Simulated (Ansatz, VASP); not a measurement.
**YHg in two plane-wave programs**

Aim: how closely do two programs agree when they are given the same cell, functional and k mesh? The cell is taken from a series of runs on this material, whose earlier steps may have relaxed, scaled, displaced or heated it; both programs get it as it stands.

Calculated with Ansatz 0.2.0; plane waves, with VASP 6.6.1 beside it; zone-centre phonons at PBEsol.

## (1) Starting point

The structure is cubic, space group Pm-3m (No. 221). The conventional cell has a = 3.666 Å, b = 3.666 Å, c = 3.666 Å, α = 90.00°, β = 90.00°, γ = 90.00°. Y has 8 Hg at 3.17 Å nearest. Nearest to Hg lie 8 Y at 3.17 Å. Farther neighbours are not listed.

Coordinates:

```cif
data_structure
_symmetry_space_group_name_H-M 'Pm-3m'
_symmetry_Int_Tables_number 221
_cell_length_a 3.6659
_cell_length_b 3.6659
_cell_length_c 3.6659
_cell_angle_alpha 90.000
_cell_angle_beta 90.000
_cell_angle_gamma 90.000
_cell_volume 49.26
loop_
_atom_site_label
_atom_site_type_symbol
_atom_site_symmetry_multiplicity
_atom_site_Wyckoff_symbol
_atom_site_fract_x
_atom_site_fract_y
_atom_site_fract_z
_atom_site_occupancy
Y1 Y 1 b 0.50000 0.50000 0.50000 1
Hg1 Hg 1 a 0.00000 0.00000 0.00000 1
```

## (2) Ansatz: zone-centre phonons, PBEsol

Ansatz runs on its PAW soft_1 files.

Second derivatives magnify differences that forces hide, and they need a tight electronic threshold.

Contents of input.yaml:

```yaml
crystal:
  lattice:
    - [3.6658637383, 0.0, 0.0]
    - [0.0, 3.6658637383, 0.0]
    - [0.0, 0.0, 3.6658637383]
  atoms:
    - { symbol: "Y", position: [0.5, 0.5, 0.5] }
    - { symbol: Hg, position: [0.0, 0.0, 0.0] }
kpoints:
  mp_grid: { grid: [12, 12, 12] }
hamiltonian:
  xc: pbesol
  pseudopotentials: { kind: paw, azcp: { folder: soft_1 }, xc_functional: pbe }
scf:
  occupations: { method: methfessel_paxton, width: 0.2 }
output:
  eigenvalues: true
phonons:
  method: dfpt
```

On the command line:

```sh
ansatz run input.yaml --threads 4 --pin off --max-ram 10240MiB --backend cpu --events-out ev --progress --plain --runs-dir out
```

Numbers of over 12 decimals in the logs are rounded to 6 here.

What it wrote:

```text
Engine: ansatz 0.2.0, aarch64-unknown-linux-gnu
Pseudopotentials: kind: paw
Pseudopotential: Y, paw, valence charge 11, recommended cutoff 420 eV (normal), soft_1/Y.paw.azcp
Pseudopotential: Hg, paw, valence charge 20, recommended cutoff 420 eV (normal), soft_1/Hg.paw.azcp
Functional definition: PBEsol
  exchange = pbesol_x
  correlation = pbesol_c
Crystal: 2 atoms, lattice volume = 49.264 Å³
Basis set: ecut = 420 eV, 949 PW (Γ), exchange–correlation on 50×50×50 points (8 copies of the dense FFT grid, shifted against one another)
Bands: 20, of which v1, the nominal top of the filled ones, is band 16 counted from 1 (15 counted from 0)
Symmetry: 48 space group operations
k-points: 196 of 1728 (irreducible under 8 space group operations, time reversal used)
Non-local potential: Y, projectors of the file, l = 0: 3, l = 1: 2, l = 2: 2, l = 3: 1
Non-local potential: Hg, projectors of the file, l = 0: 3, l = 1: 2, l = 2: 2, l = 3: 1
PAW form: soft (Blöchl's): semilocal exchange-correlation on the pseudo side does not see the compensation charge
PAW frozen core: Y, regenerated for the run's functional, and the local potential with it (the file was generated under x = pbe(κ = 0.804, μ = 0.219515), c = pbe(β = 0.066725))
PAW frozen core: Hg, regenerated for the run's functional, and the local potential with it (the file was generated under x = pbe(κ = 0.804, μ = 0.219515), c = pbe(β = 0.066725))
PAW one-centre angular grid: Y, 590 points (default); XC on 64 Gauss nodes
PAW one-centre angular grid: Hg, 590 points (default); XC on 64 Gauss nodes
Initial density: superposition of atomic densities (chi_scale 0.1, normalization cell, long waves kept (reshape's long-wave potential 0.00 eV rms))
Initial wavefunctions: pseudopotential atomic-orbital guess
Functional: x = pbesol(κ = 0.804, μ = 0.123457), c = pbesol(β = 0.046)
SCF iter   1: F=—  HF=-17468.580256 eV  |F-HF|=—  |Δ(HF+E_count)|=         —  Δρ=1.03e-1  dr2=9.50e0  ethr=3.10e-3  ⟨swp⟩=4.1  Hψ=14870  notcnv=0
preconditioner: auto → Kerker (q_TF=auto, 2.526 Å⁻¹)  [metal: Δε(μ)=0.030 eV  Ē_g=11.865 eV  σ=0.200 eV  W_gap=0.13  n_scr=18 (ndim 8)  ℏωp=24.2 eV  f_vac=0.000  D(μ)=3.68/eV (n_scr^D=32)]
SCF iter   2: F=—  HF=-17466.516064 eV  |F-HF|=—  |Δ(HF+E_count)|=    2.06e0  S|Δr|=    0.00e0  Δρ=2.91e-2  dr2=8.56e-1  ethr=3.10e-3  ⟨swp⟩=2.4  Hψ=9290  notcnv=0
SCF iter   3: F=—  HF=-17466.299159 eV  |F-HF|=—  |Δ(HF+E_count)|=   2.17e-1  S|Δr|=    0.00e0  Δρ=1.15e-2  dr2=8.16e-2  ethr=2.76e-3  ⟨swp⟩=1.9  Hψ=5959  notcnv=0
SCF iter   4: F=—  HF=-17466.289960 eV  |F-HF|=—  |Δ(HF+E_count)|=   9.20e-3  S|Δr|=    0.00e0  Δρ=3.12e-3  dr2=3.74e-3  ethr=2.63e-4  ⟨swp⟩=2.1  Hψ=5803  notcnv=0
SCF iter   5: F=—  HF=-17466.289264 eV  |F-HF|=—  |Δ(HF+E_count)|=   6.96e-4  S|Δr|=    0.00e0  Δρ=3.44e-4  dr2=4.36e-5  ethr=1.21e-5  ⟨swp⟩=2.1  Hψ=6347  notcnv=0
SCF iter   6: F=—  HF=-17466.289281 eV  |F-HF|=—  |Δ(HF+E_count)|=   1.62e-5  S|Δr|=    0.00e0  Δρ=1.16e-4  dr2=7.73e-6  ethr=1.41e-7  ⟨swp⟩=2.4  Hψ=5684  notcnv=0
SCF iter   7: F=—  HF=-17466.289273 eV  |F-HF|=—  |Δ(HF+E_count)|=   7.84e-6  S|Δr|=    0.00e0  Δρ=9.87e-6  dr2=5.55e-8  ethr=2.49e-8  ⟨swp⟩=2.0  Hψ=5101  notcnv=0
SCF iter   8: F=—  HF=-17466.289282 eV  |F-HF|=—  |Δ(HF+E_count)|=   9.41e-6  S|Δr|=    0.00e0  Δρ=2.88e-6  dr2=8.40e-9  ethr=1.79e-10  ⟨swp⟩=2.2  Hψ=5373  notcnv=0
SCF iter   9: F=—  HF=-17466.289282 eV  |F-HF|=—  |Δ(HF+E_count)|=   1.80e-9  S|Δr|=    0.00e0  Δρ=4.87e-7  dr2=1.85e-10  ethr=2.71e-11  ⟨swp⟩=2.1  Hψ=4572  notcnv=0
SCF iter  10: F=-17466.289282 eV  HF=-17466.289282 eV  |F-HF|=7.28e-12  |Δ(HF+E_count)|=  2.91e-11  S|Δr|=    0.00e0  Δρ=5.41e-8  dr2=1.17e-12  ethr=1.00e-12  ⟨swp⟩=6.1  Hψ=16842  notcnv=0
the search or the solves at the SCF's close seem to have found levels that the self-consistency loop had missed (the run counts 1). By its estimate they hold under 1e-12 electrons; where the run keeps them, the occupations were computed again with them
SCF 1 converged in 10 iterations: F = -17466.289282 eV  dr2 = 1.17e-12
  greatest PAW one-centre occupation: 1.000 electrons in one spin orbital (limit 2), on the Hg atom at site 1 (counted from 0), in its partial waves of l = 0
DFPT response loops at Γ: preconditioner auto → Kerker (q_TF=auto, 2.526 Å⁻¹) (partly filled bands, converged f_vac=0.000); β = 1.00, the filter's whole step (`scf.mixing.beta` (0.50) is not read by the response loops under this deck's `scf.mixing.preconditioner`; to damp them name `kerker` or `kerker_dos`, under which they read `scf.mixing.beta`, and type it under 1.00, their step now; both keys bind the ground state too); Broyden in place of MSR1
SCF converged after 10 iterations
Stability not checked: this state was not tested for a lower state beside it, because cold or Methfessel-Paxton smearing, or corrected tetrahedra, fill the levels in a way that the test cannot read (fill_not_monotonic; see scf.lower_state_search)
Free energy (F): -17466.289282 eV
Harris-Foulkes:  -17466.289282 eV  (|F-HF|=7.28e-12)
Internal energy: -17466.287502 eV  (E = F + TS)
E sigma→0 (E₀):  -17466.288837 eV
Entropy (-TS):   -0.001780 eV (-0.890 meV/atom)
Fermi energy:    13.994332 eV
--- Per-component energies (eV) ---
  E_band       = -492.914533
  E_kinetic    = 891.466608
  E_local      = -3275.959396  (includes V_loc(G=0)·N_el)
  E_nonlocal   = 111.505280
  E_hartree    = 1365.195719
  E_xc         = -387.912168
  E_vxc        = -456.265159  (∫ρ·V_xc dr)
  E_paw        = -12574.779690  (= ΣΔE_a)
  E_vpaw       = -494.053787  (= ΣTr[D̂ρ^β])
  E_aug_tail   = 0.000418  (compensation charges beyond the density's cutoff)
  E_ewald      = -3596.281755
  E_core_change = 0.477483  (= ΣΔE_core)
  E_smearing   = -0.001780  (= −TS)
  E_closure    = 0.000000  (closes the sum)
  Σ components = -17466.289282   (vs F -17466.289282, Δ=0.00e0)
--- Band table (eV; the first three rows and the last of 196) ---
  k-point 0: bands = [... 12 lower, 6.8123, 6.8123, 14.2469, 14.2469, 17.8654, 17.8654, 17.8654, 18.4689]
  k-point 1: bands = [... 12 lower, 6.8044, 6.8167, 14.2144, 14.2292, 17.2312, 17.2312, 17.8466, 17.9941]
  k-point 2: bands = [... 12 lower, 6.7832, 6.8286, 13.9600, 14.1800, 16.4837, 16.4837, 17.3313, 17.7954]
  k-point 195: bands = [... 12 lower, 7.2462, 11.9504, 11.9504, 11.9504, 12.0971, 18.9637, 18.9637, 19.4646]
--- Phonons (Γ-DFPT): 2 representative perturbations + reference, on 196 of 1728 k-points (Σ response iterations 6) ---
  k mesh reduced under 8 symmetry operations, with k and −k counted as one. Each operation leaves every solved perturbation unchanged. A smaller set is not used because it would not reduce the number of displacements times k-points to solve
  ASR residual: 3.591e-5 → 0.000e0 eV/Å²; symmetrization residual: 2.144e-5 eV/Å²
  ASR residual per site (eV/Å²): 1.73e-5 3.59e-5
  Γ frequencies (cm⁻¹): 0.00 0.00 0.00 102.17 102.17 102.17
  non-analytic LO–TO correction: not included (Born effective charges unavailable; polar crystals: no LO–TO splitting at Γ)
```

Reading the cycles: dr2 is the Hartree energy of the density residual (eV), the measure of convergence; HF is the Harris–Foulkes estimate of the energy, which meets the free energy F at convergence.

(Continued in part 2 of 2.)

[Lines on the potential files, build, host, timing and source positions are cut from VASP's logs without a mark.]

[Logs are printed without paths, hosts, clocks, repeated set-up lines and the standing remarks that a program may print on its own settings, such as how far it seeks lower states.]

[Hosts, paths, dates, database ids (printed as entryN), source tags and the programs' standing remarks are cut or masked in the printed files.]
